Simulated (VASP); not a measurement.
VASP input:

KPOINTS:
```
Automatic mesh
0
Gamma
7 7 7
0 0 0
```

POSCAR:
```
GaS
1
    1.7917680619     1.0344776266     7.9900689997
   -1.7917680619     1.0344776266     7.9900689997
    0.0000000000    -2.0689552532     7.9900689997
Ga S
2 2
Direct
  0.9493797570   0.9493797570   0.9493797570
  0.0506202430   0.0506202430   0.0506202430
  0.2378141964   0.2378141964   0.2378141964
  0.7621858036   0.7621858036   0.7621858036
```

### INCAR
```
# general
SYSTEM  = GaS
PREC    = Accurate
ENCUT   = 400
LREAL   = .FALSE.   # projection in real space or not
LASPH   = .TRUE.   # aspherical one-centre terms

# electronic loop
EDIFF   = 1E-6
NELM    = 100
ALGO    = Normal   # blocked Davidson
LMAXMIX = 4

# smearing
ISMEAR  = 0   # Gaussian
SIGMA   = 0.05

# functional
GGA     = PS   # PBEsol

# ions
IBRION  = 2   # conjugate gradients
NSW     = 60   # most ionic steps
ISIF    = 3   # ions, shape and volume
EDIFFG  = -0.02   # ionic stop

# output
LWAVE   = .FALSE.
LCHARG  = .FALSE.
```

POTCAR, in this order: Ga_d S (PBE.64 set). Program: vasp_std.

Q: Write an equivalent input for Ansatz.

A: One equivalent input (not run):
Ansatz 0.2 input:
```yaml
crystal:
  lattice:
    - [1.7917681, 1.0344776, 7.9900690]
    - [-1.7917681, 1.0344776, 7.9900690]
    - [0.0000000, -2.0689553, 7.9900690]
  atoms:
    - { symbol: Ga, position: [0.9493798, 0.9493798, 0.9493798] }
    - { symbol: Ga, position: [0.0506202, 0.0506202, 0.0506202] }
    - { symbol: S, position: [0.2378142, 0.2378142, 0.2378142] }
    - { symbol: S, position: [0.7621858, 0.7621858, 0.7621858] }
kpoints:
  mp_grid: { grid: [7, 7, 7] }
hamiltonian:
  xc: pbesol
  pseudopotentials: { kind: paw }
scf:
  occupations: { method: gaussian, width: 0.05 }
  max_iter: 100
relax:
  max_steps: 60
  f_tol: 0.02
  cell: {}
output: { forces: true, stress: true, eigenvalues: true }
```
The two are equivalent in intent, not identical: each code has its own PAW files, so the cut-off isn't converted (ENCUT is set for VASP's; basis.ecutwfc is left out, and Ansatz then takes the one that its files recommend); Ansatz stops its SCF on the density residual and VASP on the energy change (EDIFF).

The structure comes from a computed database's GaS entry (R-3m); how it stands against other phases isn't given here. This run relaxes it. Symmetry was kept, so distortions that lower it aren't found. The start is the result of an earlier pass.
